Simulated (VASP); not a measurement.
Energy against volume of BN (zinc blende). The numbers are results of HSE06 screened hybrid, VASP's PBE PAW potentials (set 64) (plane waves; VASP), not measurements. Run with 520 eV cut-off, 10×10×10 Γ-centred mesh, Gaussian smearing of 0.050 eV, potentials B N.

| V (Å³/atom) | E (eV/atom) |
|---|---|
| 5.420 | -10.14233 |
| 5.599 | -10.17022 |
| 5.778 | -10.18151 |
| 5.956 | -10.17840 |

**Question.** Fit these four points and predict the energy of the run at 6.135 Å³/atom.

**Answer.** A cubic in V^(−2/3), the third-order Birch-Murnaghan form, passes through the four points with V0 = 5.83 Å³/atom and B0 = 405 GPa, and gives -10.1627 eV/atom there. The run gave -10.1628 eV/atom, -0.1 meV/atom from the fit; all five points give B0 = 405 GPa.

The compound is BN in the zinc blende structure. It was relaxed first. The cell's shape comes from a PBE relaxation.
